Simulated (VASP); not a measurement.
A VASP calculation is set up with these files.

KPOINTS:
```
Automatic mesh
0
Gamma
6 6 6
0 0 0
```

**POSCAR**
```
PbSe
1
    0.0000000000     3.1212000000     3.1212000000
    3.1212000000     0.0000000000     3.1212000000
    3.1212000000     3.1212000000     0.0000000000
Pb Se
1 1
Direct
  0.0000000000   0.0000000000   0.0000000000
  0.5000000000   0.5000000000   0.5000000000
```

### INCAR
```
SYSTEM = PbSe
PREC = Accurate; ENCUT = 520; LREAL = .FALSE.
LASPH = .TRUE.
EDIFF = 1E-6; NELM = 100; ALGO = Normal
LMAXMIX = 4
ISMEAR = 0; SIGMA = 0.05
GGA = PE
ISIF = 2
LWAVE = .FALSE.; LCHARG = .FALSE.
```

POTCAR, in this order: Pb_d Se (PBE.64 set). Program: vasp_std.

Problem. Translate this PBE calculation to Quantum ESPRESSO's pw.x.

Solution. One equivalent input (not run):
```
&CONTROL
  calculation = 'scf'
  pseudo_dir = './pseudo'
  outdir = './out'
  tprnfor = .true.
  tstress = .true.
/
&SYSTEM
  ibrav = 0
  nat = 2
  ntyp = 2
  ecutwfc = 86
  occupations = 'smearing'
  smearing = 'gaussian'
  degauss = 0.003675
  input_dft = 'pbe'
/
&ELECTRONS
  conv_thr = 7.3e-08
  electron_maxstep = 100
/
ATOMIC_SPECIES
  Pb 207.200 Pb.upf
  Se 78.971 Se.upf
CELL_PARAMETERS angstrom
     0.0000000    3.1212000    3.1212000
     3.1212000    0.0000000    3.1212000
     3.1212000    3.1212000    0.0000000
ATOMIC_POSITIONS crystal
  Pb   0.0000000  0.0000000  0.0000000
  Se   0.5000000  0.5000000  0.5000000
K_POINTS automatic
  6 6 6 0 0 0
```
The two are equivalent in intent, not identical: the potentials are each code's own (VASP's PAW set, PseudoDojo norm-conserving files in pw.x), so ENCUT and ecutwfc are chosen apart and not converted; conv_thr bounds pw.x's estimated SCF error, while EDIFF bounds the energy change between steps.

The compound is PbSe in the rock salt structure. The cell was not relaxed at this level.
